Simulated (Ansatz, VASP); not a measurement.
# KTaSe3: VASP beside Ansatz

Wanted: the spread between two codes on one cell, functional and k mesh. The cell is generated by rule, not measured, and may not be a known phase. The cell is taken from a series of runs on this material, whose earlier steps may have relaxed, scaled, displaced or heated it; both programs get it as it stands.

Program: Ansatz 0.2.0. Level of theory: plane waves, with VASP 6.6.1 beside it; relaxation of cell and atoms at LDA. Results are calculated unless marked as measured.

The structure was built from a prototype and need not be the compound's stable phase.

**1. Starting point**

The structure is tetragonal, space group I4/mcm (No. 140). Conventional cell: a = 6.770 Å, b = 6.770 Å, c = 10.322 Å, α = 90.00°, β = 90.00°, γ = 90.00°. Nearest to K lie 8 Se at 3.07 to 3.38 Å. Nearest to Ta lie 6 Se at 2.50 to 2.58 Å. Nearest to Se lie 2 Ta at 2.50 Å and 2 K at 3.07 Å. Nearest to Se lie 2 Ta at 2.58 Å and 4 K at 3.38 Å. Farther neighbours and most contacts between anions are not listed.

**2. VASP: relaxation of cell and atoms, LDA**

The relaxed volume is the usual yardstick between codes: in a stiff, nearly cubic crystal its relative difference is about their pressure difference at one cell divided by the bulk modulus.

Lines of VASP's logs that name or quote its potential files are left out, and so is its time.

The input, INCAR:

```
SYSTEM = KTaSe3
PREC = Accurate
ENCUT = 500
EDIFF = 1E-07
NELM = 120
ISMEAR = 1
SIGMA = 0.2
LREAL = .FALSE.
ALGO = Normal
GGA = CA
NBANDS = 48
LASPH = .TRUE.
LORBIT = 11
LWAVE = .FALSE.
LCHARG = .FALSE.
ISIF = 3
IBRION = 2
NSW = 80
EDIFFG = -0.005
GGA_COMPAT = .FALSE.
NELMIN = 4
KPAR = 2
```

The input, POSCAR:

```
KTaSe3
1.0
   -3.3848200000      3.3848200000      5.1609480000
    3.3848200000     -3.3848200000      5.1609480000
    3.3848200000      3.3848200000     -5.1609480000
K Ta Se
2 2 6
Direct
    0.7500000000      0.2500000000      0.5000000000
    0.2500000000      0.7500000000      0.5000000000
    0.0000000000      0.0000000000      0.0000000000
    0.5000000000      0.5000000000      0.0000000000
    0.1734597408      0.6734595931      0.8469193340
    0.8265402592      0.3265402592      0.1530805183
    0.7500000000      0.7500000000      0.0000000000
    0.2500000000      0.2500000000      0.0000000000
    0.6734597408      0.8265402592      0.5000000000
    0.3265402592      0.1734597408      0.5000000000
```

The input, KPOINTS:

```
Automatic mesh
0
Gamma
8 8 8
0 0 0
```

Potentials, in the order of the species: K_sv, Ta_pv and Se (LDA family, release 64).

Command:

```sh
$ mpirun -np 2 vasp_std
```

Numbers of over 12 decimals in the logs are rounded to 6 here.

Log:

```text
[banner, memory and clock lines left out]
running    2 mpi-ranks, on    1 nodes
 distrk:  each k-point on    1 cores,    2 groups
 distr:  one band on    1 cores,    1 groups

 POSCAR found type information on POSCAR K TaSe
 POSCAR found :  3 types and      10 ions
 LDA part: xc-table for (Slater(with rela. corr.)+CA(PZ))
 , standard interpolation
 POSCAR, INCAR and KPOINTS ok, starting setup
 FFT: planning ... GRIDC
 FFT: planning ... GRID_SOFT
 FFT: planning ... GRID
 WAVECAR not read
 entering main loop
       N       E                     dE             d eps       ncg     rms          rms(c)
DAV:   1     0.578687175102E+03    0.57869E+03   -0.35181E+04  5864   0.139E+03
DAV:   2    -0.169370136831E+02   -0.59562E+03   -0.57823E+03  6768   0.369E+02
DAV:   3    -0.646115747499E+02   -0.47675E+02   -0.46868E+02  7960   0.911E+01
DAV:   4    -0.660355136876E+02   -0.14239E+01   -0.14184E+01  8912   0.156E+01
DAV:   5    -0.660812638918E+02   -0.45750E-01   -0.45733E-01  8424   0.188E+00    0.237E+01
DAV:   6    -0.615745579828E+02    0.45067E+01   -0.21718E+01  6608   0.168E+01    0.997E+00
DAV:   7    -0.612214247717E+02    0.35313E+00   -0.36685E+00  6512   0.706E+00    0.728E+00
DAV:   8    -0.610930661822E+02    0.12836E+00   -0.65902E-01  6760   0.368E+00    0.103E+00
DAV:   9    -0.610699151811E+02    0.23151E-01   -0.98169E-02  6776   0.135E+00    0.428E-01
DAV:  10    -0.610707721724E+02   -0.85699E-03   -0.10777E-02  8112   0.419E-01    0.183E-01
DAV:  11    -0.610706278001E+02    0.14437E-03   -0.40611E-03  7040   0.238E-01    0.110E-01
DAV:  12    -0.610704195466E+02    0.20825E-03   -0.12235E-03  6688   0.139E-01    0.257E-02
DAV:  13    -0.610704068370E+02    0.12710E-04   -0.66576E-05  6952   0.376E-02    0.101E-02
DAV:  14    -0.610704069289E+02   -0.91911E-07   -0.56825E-06  8592   0.972E-03    0.383E-03
DAV:  15    -0.610704066828E+02    0.24613E-06   -0.92043E-07  6496   0.345E-03    0.963E-04
DAV:  16    -0.610704066888E+02   -0.60218E-08   -0.16379E-07  4808   0.171E-03
   1 F= -.61070407E+02 E0= -.61071568E+02  d E =-.610704E+02
 curvature:   0.00 expect dE= 0.000E+00 dE for cont linesearch  0.000E+00
 trial: gam= 0.00000 g(F)=  0.626E-04 g(S)=  0.451E-02 ort = 0.000E+00 (trialstep = 0.100E+01)
 search vector abs. value=  0.457E-02
 bond charge predicted
       N       E                     dE             d eps       ncg     rms          rms(c)
DAV:   1    -0.610941065171E+02   -0.23700E-01   -0.66271E-01  6344   0.506E+00    0.111E+00
DAV:   2    -0.610765625935E+02    0.17544E-01   -0.46753E-02  6280   0.130E+00    0.427E-01
DAV:   3    -0.610719524101E+02    0.46102E-02   -0.13129E-02  7024   0.475E-01    0.267E-01
DAV:   4    -0.610708728107E+02    0.10796E-02   -0.33354E-03  7000   0.283E-01    0.184E-01
DAV:   5    -0.610708789157E+02   -0.61051E-05   -0.40787E-04  8592   0.102E-01    0.329E-02
DAV:   6    -0.610708784181E+02    0.49765E-06   -0.58059E-05  8904   0.272E-02    0.202E-02
DAV:   7    -0.610708803742E+02   -0.19561E-05   -0.61085E-06  9664   0.981E-03    0.806E-03
DAV:   8    -0.610708806820E+02   -0.30776E-06   -0.17549E-06  8448   0.472E-03    0.168E-03
DAV:   9    -0.610708806525E+02    0.29450E-07   -0.10807E-07  4304   0.156E-03
   2 F= -.61070881E+02 E0= -.61072096E+02  d E =-.473964E-03
 trial-energy change:   -0.000474  1 .order   -0.000474   -0.004574    0.003627
 step:   0.5578(harm=  0.5578)  dis= 0.00034  next Energy=   -61.071682 (dE=-0.128E-02)
 bond charge predicted
       N       E                     dE             d eps       ncg     rms          rms(c)
DAV:   1    -0.610762238652E+02   -0.53432E-02   -0.12953E-01  6344   0.223E+00    0.489E-01
DAV:   2    -0.610727739280E+02    0.34499E-02   -0.90181E-03  6232   0.574E-01    0.188E-01
DAV:   3    -0.610718720738E+02    0.90185E-03   -0.25698E-03  7312   0.213E-01    0.113E-01
DAV:   4    -0.610716771493E+02    0.19492E-03   -0.59631E-04  7056   0.120E-01    0.782E-02
DAV:   5    -0.610716787901E+02   -0.16408E-05   -0.77085E-05  8576   0.453E-02    0.132E-02
DAV:   6    -0.610716789334E+02   -0.14328E-06   -0.10149E-05  8784   0.117E-02    0.917E-03
DAV:   7    -0.610716793033E+02   -0.36991E-06   -0.10942E-06  9392   0.404E-03    0.373E-03
DAV:   8    -0.610716793564E+02   -0.53062E-07   -0.37496E-07  6224   0.239E-03
   3 F= -.61071679E+02 E0= -.61072871E+02  d E =-.127267E-02
 curvature:  -0.28 expect dE=-0.288E-05 dE for cont linesearch -0.240E-07
 trial: gam= 0.00660 g(F)=  0.219E-06 g(S)=  0.101E-04 ort =-0.198E-04 (trialstep = 0.912E+00)
 search vector abs. value=  0.103E-04
 reached required accuracy - stopping structural energy minimisation
```

OUTCAR, selected parts (step 2):

```text
ion  position               nearest neighbor table
   1  0.750  0.250  0.500-   5 3.07   9 3.07  10 3.07   6 3.07
   2  0.250  0.750  0.500-   5 3.07   6 3.07   9 3.07  10 3.07
   3  0.000  0.000  0.000-   6 2.50  10 2.50   9 2.50   5 2.50   7 2.58   8 2.58
   4  0.500  0.500  0.000-   5 2.50   6 2.50   9 2.50  10 2.50   7 2.58   8 2.58
   5  0.173  0.673  0.847-   4 2.50   3 2.50   1 3.07   2 3.07
   6  0.827  0.327  0.153-   3 2.50   4 2.50   2 3.07   1 3.07
   7  0.750  0.750  0.000-   3 2.58   4 2.58
   8  0.250  0.250  0.000-   3 2.58   4 2.58
   9  0.673  0.827  0.500-   3 2.50   4 2.50   1 3.07   2 3.07
  10  0.327  0.173  0.500-   4 2.50   3 2.50   1 3.07   2 3.07

  LATTYP: Found a body centered tetragonal cell.
 ALAT       =     6.7696400000
 C/A-ratio  =     1.5247333684

 Subroutine GETGRP returns: Found 16 space group operations
 (whereof  8 operations were pure point group operations)

The static configuration has the point symmetry C_4h.
 The point group associated with its full space group is D_4h.

 Found     59 irreducible k-points:

   k-points           NKPTS =     59   k-points in BZ     NKDIM =     59   number of bands    NBANDS=     48

   dimension x,y,z NGX =    54 NGY =   54 NGZ =   54
   dimension x,y,z NGXF=   108 NGYF=  108 NGZF=  108

   ENCUT  =  500.0 eV  36.75 Ry    6.06 a.u.  12.83 12.83 12.83*2*pi/ulx,y,z

   NELECT =      76.0000    total number of electrons

 k-points in reciprocal lattice and weights: Automatic mesh
   0.00000000  0.00000000  0.00000000       0.002
   0.12500000  0.00000000  0.00000000       0.016
   0.25000000  0.00000000  0.00000000       0.016
   0.37500000  0.00000000  0.00000000       0.016
   0.50000000  0.00000000  0.00000000       0.008
   0.12500000  0.12500000  0.00000000       0.016
   0.25000000  0.12500000  0.00000000       0.031
   0.37500000  0.12500000  0.00000000       0.031
   0.50000000  0.12500000  0.00000000       0.031
[...]
-0.37500000 -0.37500000  0.37500000       0.004
   0.50000000  0.50000000  0.50000000       0.002

 average (electrostatic) potential at core
       1 -32.8470       2 -32.8470       3 -41.0633       4 -41.0633       5 -60.8914
       6 -60.8914       7 -60.7439       8 -60.7439       9 -60.8914      10 -60.8914

 E-fermi :   3.0683

 k-point     1 :       0.0000    0.0000    0.0000
  band No.  band energies     occupation
    ...
     33       2.1002      2.00000
     34       2.2463      2.00000
     35       2.2463      2.00000
     36       2.6675      2.01578
     37       2.8828      2.03166
     38       3.2468     -0.02029
     39       3.2468     -0.02029
     40       3.6008     -0.00109
     41       3.6008     -0.00109
     42       4.0082     -0.00000
    ...

 k-point     2 :       0.1250    0.0000    0.0000
  band No.  band energies     occupation
    ...
     34       2.2208      2.00000
     35       2.5341      2.00104
     36       2.5727      2.00256
     37       2.7539      2.04876
     38       2.9664      1.75042
     39       3.5009     -0.00911
     40       3.5439     -0.00393
     41       3.5957     -0.00123
     42       4.3401     -0.00000
     43       5.0173     -0.00000
    ...

 k-point     3 :       0.2500    0.0000    0.0000
  band No.  band energies     occupation
    ...
     34       1.9703      2.00000
     35       2.3584      2.00001
     36       2.5659      2.00220
     37       2.7674      2.05492
     38       2.8598      2.05794
     39       3.5958     -0.00122
     40       3.6023     -0.00105
     41       3.9271     -0.00000
     42       4.7848     -0.00000
     43       5.0834     -0.00000
    ...

  Total       -0.0217727     -0.0217727      0.0339180      0.0000000      0.0000000      0.0000000
  in kB       -0.1468275     -0.1468275      0.2287318      0.0000000      0.0000000      0.0000000
  external PRESSURE =      -0.0216411 kB  Pullay stress =       0.0000000 kB

  energy-cutoff  :      500.00
  volume of cell :      237.58
      direct lattice vectors                 reciprocal lattice vectors
    -3.389734769  3.389734769  5.169198482     0.000000000  0.147504166  0.096726795
     3.389734769 -3.389734769  5.169198482     0.147504166  0.000000000  0.096726795
     3.389734769  3.389734769 -5.169198482     0.147504166  0.147504166  0.000000000

 POSITION                                       TOTAL-FORCE (eV/Angst)
 -----------------------------------------------------------------------------------
      0.00000      3.38973      2.58460         0.000000      0.000000     -0.000000
      3.38973      0.00000      2.58460        -0.000000      0.000000     -0.000000
      0.00000      0.00000      0.00000         0.000000      0.000000     -0.000000
      0.00000      0.00000      5.16920        -0.000000      0.000000     -0.000000
      4.56535      1.17562     -0.00000         0.000753      0.000753      0.000000
     -1.17562      2.21411      5.16920        -0.000753     -0.000753      0.000000
      0.00000      0.00000      7.75380         0.000000      0.000000     -0.000000
      0.00000      0.00000      2.58460         0.000000      0.000000     -0.000000
      2.21411      1.17562      5.16920        -0.000753      0.000753      0.000000
      1.17562      2.21411      0.00000         0.000753     -0.000753     -0.000000
 -----------------------------------------------------------------------------------
    total drift:                                0.000315      0.000126      0.000000

  FREE ENERGIE OF THE ION-ELECTRON SYSTEM (eV)
  ---------------------------------------------------
  free  energy   TOTEN  =       -61.0716793564 eV

  energy  without entropy=      -61.0752534414  energy(sigma->0) =      -61.07287072

 reached required accuracy - stopping structural energy minimisation

 total charge
# of ion       s       p       d       tot
------------------------------------------
    1        1.961   5.563   0.052   7.576
    2        1.961   5.563   0.052   7.576
    3        0.307   6.186   2.271   8.764
    4        0.307   6.186   2.271   8.764
    5        1.458   2.427   0.036   3.922
    6        1.458   2.427   0.036   3.922
    7        1.451   2.414   0.024   3.888
    8        1.451   2.414   0.024   3.888
    9        1.458   2.427   0.036   3.922
   10        1.458   2.427   0.036   3.922
--------------------------------------------------
tot         13.273  38.033   4.838  56.144

[... 3 further parts left out ...]
```

CONTCAR:

```
KTaSe3
   1.00000000000000
    -3.3897347685645687    3.3897347685645687    5.1691984818808141
     3.3897347685645687   -3.3897347685645687    5.1691984818808141
     3.3897347685645687    3.3897347685645687   -5.1691984818808141
  K               Ta              Se
     2     2     6
Direct
     0.7500000000000000    0.2500000000000000    0.5000000000000000
     0.2500000000000000    0.7500000000000000    0.5000000000000000
     0.0000000000000000    0.0000000000000000    0.0000000000000000
     0.5000000000000000    0.5000000000000000    0.0000000000000000
     0.1734090036312479    0.6734088559312481    0.8468178596624979
     0.8265909963687521    0.3265909963687521    0.1531819926375023
     0.7500000000000000    0.7500000000000000    0.0000000000000000
     0.2500000000000000    0.2500000000000000    0.0000000000000000
     0.6734090036312479    0.8265909963687521    0.5000000000000000
     0.3265909963687521    0.1734090036312479    0.5000000000000000
```

(Part 1 of 2 ends here.)

[Lines on the potential files, build, host, timing and source positions are cut from VASP's logs without a mark.]

[Logs are printed without paths, hosts, clocks, repeated set-up lines and the standing remarks that a program may print on its own settings, such as how far it seeks lower states.]

[Hosts, paths, dates, database ids (printed as entryN), source tags and the programs' standing remarks are cut or masked in the printed files.]
